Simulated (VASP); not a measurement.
Input:

```
CELL_PARAMETERS angstrom
      0.00000     1.99068     1.99068
      1.99068     0.00000     1.99068
      1.99068     1.99068     0.00000
ATOMIC_POSITIONS crystal
  H  0.50000 0.50000 0.50000
  Rh 0.00000 0.00000 0.00000
```

Computed with PBEsol GGA, VASP's PBE PAW potentials (set 64) (plane waves; VASP). Settings: 400 eV cut-off, Gaussian smearing of 0.050 eV, potentials H Rh_pv.

Estimate the band gap (along the path) with the smallest direct gap where there is one.

The band gap (along the path) is none (metal, semimetal or under 0.01 eV).

The structure comes from a computed database's HRh entry (Fm-3m); how it stands against other phases isn't given here. It was relaxed first.
